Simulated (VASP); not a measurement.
Input of a VASP 6.6.1 run:

The input INCAR:

```
SYSTEM = Ge5Au
ALGO     = Fast           ! electronic algorithm
EDIFF    = 1E-6           ! SCF threshold, eV
ENCUT    = 520            ! plane-wave cutoff, eV
GGA      = PE             ! functional
ISIF     = 2              ! what is computed and relaxed
ISMEAR   = 0              ! smearing method
LASPH    = .True.         ! aspherical terms in the spheres
LCHARG   = .True.         ! write CHGCAR
LELF     = .True.         ! ELF
LREAL    = .False.        ! projectors in reciprocal space
LVHAR    = .True.       
LWAVE    = .False.        ! write WAVECAR
NBANDS   = 50             ! bands
NELM     = 100            ! most SCF steps
PREC     = Accurate       ! precision mode
SIGMA    = 0.1            ! smearing width, eV
```

Contents of KPOINTS:

```
k-points
0
Gamma
  9 9 6
  0 0 0
```

File POSCAR:

```
Ge5Au
1.0
    4.7920678871      0.0000000000      0.0000000000
   -2.3960339436      4.1500525269      0.0000000000
    0.0000000000      0.0000000000      5.8397396013
Ge Au
5 1
Direct
    0.0000000000      0.0000000000      0.0000000000
    0.3333333333      0.6666666667      0.2593538376
    0.3333333333      0.6666666667      0.7406461624
    0.6666666667      0.3333333333      0.2593538376
    0.6666666667      0.3333333333      0.7406461624
    0.0000000000      0.0000000000      0.5000000000
```

Potentials or basis: VASP PAW PBE potentials, release 64 (Ge_d, Au).

The run is started by

```sh
$ cat potpaw_PBE.64/Ge_d/POTCAR potpaw_PBE.64/Au/POTCAR > POTCAR
$ mpirun -np 1 vasp_std > vasp.out
```

(1) Estimate the band gap on the k mesh.

(2) Predict the pressure.

Answers

(1) none (metal or under the smearing width).

(2) -0.1 GPa.
